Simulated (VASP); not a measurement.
All values below come from MS2 meta-GGA, VASP's PBE PAW potentials (set 64) (plane waves; VASP).

Input for VASP

### KPOINTS
```
Automatic mesh
0
Gamma
13 13 7
0 0 0
```

INCAR:
```
! general
SYSTEM  = Ti
PREC    = Accurate
ENCUT   = 520   ! plane-wave cut-off (eV)
LREAL   = .FALSE.
LASPH   = .TRUE.   ! aspherical one-centre terms

! electronic loop
EDIFF   = 1E-6
NELM    = 100
ALGO    = Normal
LMAXMIX = 4   ! l cut-off of mixed one-centre charges
LMIXTAU = .TRUE.

! smearing
ISMEAR  = 1
SIGMA   = 0.1

! functional
METAGGA = MS2

! ions
IBRION  = 2
NSW     = 60
ISIF    = 3
EDIFFG  = -0.01

! output
LWAVE   = .FALSE.
LCHARG  = .FALSE.
```

POSCAR:
```
Ti
1
    1.4750000000    -2.5547750000     0.0000000000
    1.4750000000     2.5547750000     0.0000000000
    0.0000000000     0.0000000000     4.6800000000
Ti
2
Direct
  0.3333330000   0.6666670000   0.2500000000
  0.6666670000   0.3333330000   0.7500000000
```

POTCAR, in this order: Ti_sv (PBE.64 set). Program: vasp_std.

What VASP printed:

OSZICAR:
```
...
DAV:  13    -0.252066836921E+02   -0.77916E-03   -0.25053E-03  3584   0.456E-01    0.663E-01
DAV:  14    -0.252156760122E+02   -0.89923E-02   -0.29027E-02  3424   0.207E+00    0.328E-01
DAV:  15    -0.252115916113E+02    0.40844E-02   -0.12390E-02  4152   0.108E+00    0.388E-01
DAV:  16    -0.252123661025E+02   -0.77449E-03   -0.34402E-03  2976   0.681E-01    0.245E-01
DAV:  17    -0.252121136139E+02    0.25249E-03   -0.11662E-04  4264   0.123E-01    0.220E-01
DAV:  18    -0.252119930606E+02    0.12055E-03   -0.70781E-05  3512   0.648E-02    0.228E-01
DAV:  19    -0.252111838053E+02    0.80926E-03   -0.90807E-04  3360   0.357E-01    0.103E-01
DAV:  20    -0.252109441147E+02    0.23969E-03   -0.79130E-04  3408   0.309E-01    0.189E-02
DAV:  21    -0.252109118308E+02    0.32284E-04   -0.12013E-04  4096   0.916E-02    0.170E-02
DAV:  22    -0.252109255708E+02   -0.13740E-04   -0.10023E-05  2480   0.300E-02    0.111E-02
DAV:  23    -0.252109340833E+02   -0.85126E-05   -0.87502E-06  3376   0.294E-02    0.461E-03
DAV:  24    -0.252109430485E+02   -0.89651E-05   -0.38057E-06  2416   0.181E-02    0.632E-04
DAV:  25    -0.252109430999E+02   -0.51449E-07   -0.30822E-07  1472   0.835E-03
   1 F= -.25210943E+02 E0= -.25210744E+02  d E =-.252109E+02
       N       E                     dE             d eps       ncg     rms          rms(c)
DAV:   1    -0.261339590973E+02   -0.92302E+00   -0.19270E+01  2728   0.679E+01    0.640E+00
DAV:   2    -0.254554860663E+02    0.67847E+00   -0.80944E+00  3360   0.370E+01    0.355E+00
DAV:   3    -0.258824677075E+02   -0.42698E+00   -0.76567E+00  3488   0.211E+01    0.228E+00
DAV:   4    -0.253748854429E+02    0.50758E+00   -0.75146E+00  3488   0.258E+01    0.184E+00
DAV:   5    -0.252065779811E+02    0.16831E+00   -0.96811E-01  4160   0.106E+01    0.487E-01
DAV:   6    -0.252109644745E+02   -0.43865E-02   -0.81639E-02  3560   0.250E+00    0.555E-02
DAV:   7    -0.252141534667E+02   -0.31890E-02   -0.15578E-02  3880   0.767E-01    0.205E-01
DAV:   8    -0.252138980829E+02    0.25538E-03   -0.54864E-04  3312   0.204E-01    0.183E-01
DAV:   9    -0.252119011249E+02    0.19970E-02   -0.65709E-03  3848   0.908E-01    0.348E-02
DAV:  10    -0.252119870845E+02   -0.85960E-04   -0.13746E-03  4320   0.375E-01    0.371E-02
DAV:  11    -0.252119101650E+02    0.76920E-04   -0.21067E-04  3728   0.192E-01    0.224E-02
DAV:  12    -0.252118609022E+02    0.49263E-04   -0.90356E-05  3288   0.111E-01    0.101E-02
DAV:  13    -0.252118345624E+02    0.26340E-04   -0.11088E-05  3160   0.489E-02    0.442E-03
DAV:  14    -0.252118300503E+02    0.45122E-05   -0.23502E-06  2136   0.180E-02    0.119E-03
DAV:  15    -0.252118315783E+02   -0.15280E-05   -0.19898E-06  2104   0.123E-02    0.794E-04
DAV:  16    -0.252118327582E+02   -0.11799E-05   -0.36698E-07  1448   0.885E-03    0.114E-03
DAV:  17    -0.252118335887E+02   -0.83050E-06   -0.13030E-07  1456   0.529E-03
   2 F= -.25211834E+02 E0= -.25211681E+02  d E =-.890489E-03
       N       E                     dE             d eps       ncg     rms          rms(c)
DAV:   1    -0.254506147225E+02   -0.23878E+00   -0.47916E+00  2912   0.350E+01    0.308E+00
DAV:   2    -0.252876437144E+02    0.16297E+00   -0.21855E+00  3360   0.181E+01    0.187E+00
DAV:   3    -0.254119740128E+02   -0.12433E+00   -0.26429E+00  3480   0.129E+01    0.122E+00
DAV:   4    -0.252567741447E+02    0.15520E+00   -0.18859E+00  3896   0.130E+01    0.884E-01
DAV:   5    -0.252172456064E+02    0.39529E-01   -0.18917E-01  4008   0.429E+00    0.228E-01
DAV:   6    -0.252184551376E+02   -0.12095E-02   -0.16867E-02  3400   0.113E+00    0.942E-02
DAV:   7    -0.252191228627E+02   -0.66773E-03   -0.98883E-03  3624   0.717E-01    0.118E-01
DAV:   8    -0.252192382411E+02   -0.11538E-03   -0.62421E-04  3344   0.251E-01    0.101E-01
DAV:   9    -0.252190389937E+02    0.19925E-03   -0.42191E-04  3776   0.265E-01    0.559E-02
DAV:  10    -0.252190580285E+02   -0.19035E-04   -0.19180E-05  2680   0.355E-02    0.496E-02
DAV:  11    -0.252190736293E+02   -0.15601E-04   -0.67384E-06  2376   0.310E-02    0.476E-02
DAV:  12    -0.252191129917E+02   -0.39362E-04   -0.11906E-05  2720   0.533E-02    0.285E-02
DAV:  13    -0.252191263557E+02   -0.13364E-04   -0.45200E-06  3192   0.286E-02    0.181E-02
DAV:  14    -0.252191377250E+02   -0.11369E-04   -0.91168E-07  1496   0.143E-02    0.125E-02
DAV:  15    -0.252191502682E+02   -0.12543E-04   -0.13215E-06  1416   0.194E-02    0.613E-03
DAV:  16    -0.252191530936E+02   -0.28253E-05   -0.15315E-06  1952   0.116E-02    0.682E-03
DAV:  17    -0.252191582469E+02   -0.51533E-05   -0.42688E-07  1376   0.118E-02    0.495E-03
DAV:  18    -0.252191649380E+02   -0.66911E-05   -0.45216E-07  1368   0.117E-02    0.131E-03
DAV:  19    -0.252191678892E+02   -0.29512E-05   -0.12984E-07  1368   0.569E-03    0.419E-04
DAV:  20    -0.252191681236E+02   -0.23439E-06   -0.48951E-08  1368   0.333E-03
   3 F= -.25219168E+02 E0= -.25218962E+02  d E =-.822502E-02
       N       E                     dE             d eps       ncg     rms          rms(c)
DAV:   1    -0.252201205318E+02   -0.95264E-03   -0.18819E-02  2864   0.217E+00    0.196E-01
DAV:   2    -0.252193415160E+02    0.77902E-03   -0.85110E-03  3360   0.116E+00    0.115E-01
DAV:   3    -0.252199139853E+02   -0.57247E-03   -0.95302E-03  3488   0.769E-01    0.756E-02
DAV:   4    -0.252192577831E+02    0.65620E-03   -0.75415E-03  3776   0.823E-01    0.557E-02
DAV:   5    -0.252191776868E+02    0.80096E-04   -0.87077E-04  4104   0.300E-01    0.122E-02
DAV:   6    -0.252191684823E+02    0.92044E-05   -0.64067E-05  3392   0.693E-02    0.371E-03
DAV:   7    -0.252191782928E+02   -0.98105E-05   -0.20186E-05  3664   0.285E-02    0.664E-03
DAV:   8    -0.252191719067E+02    0.63860E-05   -0.65699E-07  1480   0.918E-03    0.553E-03
DAV:   9    -0.252191644902E+02    0.74165E-05   -0.13851E-06  1376   0.160E-02    0.335E-03
DAV:  10    -0.252191630155E+02    0.14748E-05   -0.23897E-07  1368   0.638E-03    0.231E-03
DAV:  11    -0.252191622315E+02    0.78396E-06   -0.11608E-07  1368   0.473E-03
   4 F= -.25219162E+02 E0= -.25218958E+02  d E =-.821913E-02
       N       E                     dE             d eps       ncg     rms          rms(c)
DAV:   1    -0.252192702824E+02   -0.10727E-03   -0.22859E-03  2872   0.755E-01    0.675E-02
DAV:   2    -0.252191506812E+02    0.11960E-03   -0.10870E-03  3368   0.410E-01    0.410E-02
DAV:   3    -0.252192373036E+02   -0.86622E-04   -0.12266E-03  3488   0.278E-01    0.266E-02
DAV:   4    -0.252191416689E+02    0.95635E-04   -0.93121E-04  3808   0.290E-01    0.194E-02
DAV:   5    -0.252191505845E+02   -0.89157E-05   -0.10627E-04  4096   0.104E-01    0.416E-03
DAV:   6    -0.252191465183E+02    0.40663E-05   -0.79856E-06  2728   0.243E-02    0.129E-03
DAV:   7    -0.252191491809E+02   -0.26626E-05   -0.26423E-06  2608   0.108E-02    0.229E-03
DAV:   8    -0.252191469300E+02    0.22509E-05   -0.28689E-07  1384   0.609E-03    0.206E-03
DAV:   9    -0.252191442295E+02    0.27005E-05   -0.17301E-07  1368   0.600E-03    0.131E-03
DAV:  10    -0.252191435878E+02    0.64168E-06   -0.42833E-08  1368   0.258E-03
   5 F= -.25219144E+02 E0= -.25218941E+02  d E =-.820049E-02
       N       E                     dE             d eps       ncg     rms          rms(c)
DAV:   1    -0.252193818855E+02   -0.23766E-03   -0.13686E-02  2824   0.175E+00    0.104E-01
DAV:   2    -0.252192886999E+02    0.93186E-04   -0.10913E-03  2688   0.305E-01    0.545E-02
DAV:   3    -0.252193676533E+02   -0.78953E-04   -0.61708E-04  2720   0.520E-01    0.154E-02
DAV:   4    -0.252191855432E+02    0.18211E-03   -0.28422E-04  2816   0.277E-01    0.302E-03
DAV:   5    -0.252191909867E+02   -0.54435E-05   -0.14586E-05  3424   0.309E-02    0.268E-03
DAV:   6    -0.252191880311E+02    0.29556E-05   -0.79575E-07  2000   0.170E-02    0.202E-03
DAV:   7    -0.252191912423E+02   -0.32112E-05   -0.61372E-07  1520   0.113E-02    0.759E-04
DAV:   8    -0.252191912791E+02   -0.36755E-07   -0.30414E-07  1416   0.821E-03
   6 F= -.25219191E+02 E0= -.25219000E+02  d E =-.476912E-04
```

OUTCAR:
```
------------------------ aborting loop because EDIFF is reached ----------------------------------------
  FORCE on cell =-STRESS in cart. coord.  units (eV):
  Direction    XX          YY          ZZ          XY          YZ          ZX
  --------------------------------------------------------------------------------------
  Total        0.0196985      0.0196985     -0.0022038      0.0000000      0.0000000      0.0000000
  in kB        0.9188717      0.9188718     -0.1027996      0.0000000      0.0000000      0.0000000
  external PRESSURE =       0.5783146 kB  Pullay stress =       0.0000000 kB
  volume of cell :       34.35
      direct lattice vectors                 reciprocal lattice vectors
     1.463237266 -2.534401345  0.000000000     0.341708082 -0.197285249 -0.000000000
     1.463237266  2.534401345  0.000000000     0.341708082  0.197285249 -0.000000000
     0.000000000  0.000000000  4.630944647    -0.000000000  0.000000000  0.215938664
 POSITION                                       TOTAL-FORCE (eV/Angst)
 -----------------------------------------------------------------------------------
      1.46324      0.84480      1.15774        -0.000000      0.000000      0.000000
      1.46324     -0.84480      3.47321         0.000000     -0.000000     -0.000000
 -----------------------------------------------------------------------------------
    total drift:                                0.000187      0.001077     -0.000019
  FREE ENERGIE OF THE ION-ELECTRON SYSTEM (eV)
  ---------------------------------------------------
  free  energy   TOTEN  =       -25.2191912791 eV

  energy  without entropy=      -25.2186188132  energy(sigma->0) =      -25.21900046

 reached required accuracy - stopping structural energy minimisation
```
(Selected blocks of OUTCAR.)

CONTCAR:
```
Ti
   1.00000000000000
     1.4632372658503541   -2.5344013454072845    0.0000000000000000
     1.4632372658503541    2.5344013454072845    0.0000000000000000
     0.0000000000000000    0.0000000000000000    4.6309446466046751
  Ti
     2
Direct
     0.3333330000000032    0.6666669999999968    0.2500000000000000
     0.6666669999999968    0.3333330000000032    0.7500000000000000
```

Energy and stress use the plane-wave basis of the starting cell.

The compound is Ti in the hcp structure. This run relaxes it. Symmetry was kept, so distortions that lower it aren't found.
